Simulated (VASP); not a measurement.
VASP input:

INCAR:
```
SYSTEM = HgTe
PREC = Accurate
ENCUT = 400
EDIFF = 1E-6
NELM = 100
ALGO = Normal
LREAL = .FALSE.
LASPH = .TRUE.
ISMEAR = 0
SIGMA = 0.05
GGA = PE
LMAXMIX = 6
LWAVE = .FALSE.
LCHARG = .FALSE.
ISIF = 2
```

File POSCAR:
```
HgTe
1
    3.2946000000     0.0000000000     3.2946000000
    0.0000000000     3.2946000000     3.2946000000
    3.2946000000     3.2946000000     0.0000000000
Hg Te
1 1
Direct
  0.0000000000   0.0000000000   0.0000000000
  0.2500000000   0.2500000000   0.2500000000
```

File KPOINTS:
```
Automatic mesh
0
Gamma
5 5 5
0 0 0
```

POTCAR, in this order: Hg Te (PBE.64 set). Program: vasp_std.

The run wrote:

**standard output**
```
 -----------------------------------------------------------------------------
|                                                                             |
|     EEEEEEE  RRRRRR   RRRRRR   OOOOOOO  RRRRRR      ###     ###     ###     |
|     E        R     R  R     R  O     O  R     R     ###     ###     ###     |
|     E        R     R  R     R  O     O  R     R     ###     ###     ###     |
|     EEEEE    RRRRRR   RRRRRR   O     O  RRRRRR       #       #       #      |
|     E        R   R    R   R    O     O  R   R                               |
|     E        R    R   R    R   O     O  R    R      ###     ###     ###     |
|     EEEEEEE  R     R  R     R  OOOOOOO  R     R     ###     ###     ###     |
|                                                                             |
|     ERROR: the triple product of the basis vectors is negative exchange     |
|     two basis vectors                                                       |
|                                                                             |
|       ---->  I REFUSE TO CONTINUE WITH THIS SICK JOB ... BYE!!! <----       |
|                                                                             |
 -----------------------------------------------------------------------------
```

Question: Read input and log: which fault does this run have?
A. fractional coordinates stand under the word Cartesian
B. the lattice vectors form a left-handed set
C. LSORBIT needs the non-collinear program vasp_ncl
D. LEPSILON was set for a metal

Answer: B, the lattice vectors form a left-handed set. VASP stops with an error: ERROR: the triple product of the basis vectors is negative exchange two basis vectors ----> I REFUSE TO CONTINUE WITH THIS SICK JOB ... BYE!!! <----

To mend it, correct POSCAR.
POSCAR:
```
HgTe
1
    0.0000000000     3.2946000000     3.2946000000
    3.2946000000     0.0000000000     3.2946000000
    3.2946000000     3.2946000000     0.0000000000
Hg Te
1 1
Direct
  0.0000000000   0.0000000000   0.0000000000
  0.2500000000   0.2500000000   0.2500000000
```
The mended run (PBE GGA, plane waves, VASP's PBE PAW potentials (set 64)) converges, and its OSZICAR ends with
```
   1 F= -.36160249E+01 E0= -.36157164E+01  d E =-.617049E-03
```

The compound is HgTe in the zinc blende structure. The cell was not relaxed at this level.
